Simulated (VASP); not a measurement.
VASP ran on this input.

### KPOINTS
```
Regular mesh
0
gamma
  13 13 13
0 0 0
```

File POSCAR:
```
Pb
1
    0.0000000000     2.3817133085     2.3817133085
    2.3817133085     0.0000000000     2.3817133085
    2.3817133085     2.3817133085     0.0000000000
Pb
1
Direct
  0.0000000000   0.0000000000   0.0000000000
```

**INCAR**
```
! general
SYSTEM   =  Pb
PREC     =  Accurate
ENCUT    =  500
LREAL    =  .FALSE.
LASPH    =  .TRUE.

! electronic loop
EDIFF    =  1E-6
NELM     =  100
ALGO     =  Normal
LMAXMIX  =  4

! smearing
ISMEAR   =  1
SIGMA    =  0.1

! functional
GGA      =  PE

! ions
IBRION   =  2
NSW      =  40
ISIF     =  3
EDIFFG   =  -0.02
PSTRESS  =  100

! output
LWAVE    =  .FALSE.
LCHARG   =  .FALSE.
```

POTCAR, in this order: Pb_d (PBE.64 set). Program: vasp_std.

Problem. Translate this PBE calculation to Ansatz.

Solution. One equivalent input (not run):
Ansatz 0.2 input:
```yaml
crystal:
  lattice:
    - [0.0000000, 2.3817133, 2.3817133]
    - [2.3817133, 0.0000000, 2.3817133]
    - [2.3817133, 2.3817133, 0.0000000]
  atoms:
    - { symbol: Pb, position: [0.0000000, 0.0000000, 0.0000000] }
kpoints:
  mp_grid: { grid: [13, 13, 13] }
hamiltonian:
  xc: pbe
  pseudopotentials: { kind: paw }
scf:
  occupations: { method: methfessel_paxton, width: 0.1 }
  max_iter: 100
relax:
  max_steps: 40
  f_tol: 0.02
  cell: { p_target: 10 }
output: { forces: true, stress: true, eigenvalues: true }
```
What does not carry over: each code has its own PAW files, so the cut-off isn't converted (ENCUT is set for VASP's; basis.ecutwfc is left out, and Ansatz then takes the one that its files recommend); Ansatz stops its SCF on the density residual and VASP on the energy change (EDIFF).

The compound is Pb in the fcc structure. It was relaxed first under an external pressure of 10 GPa.
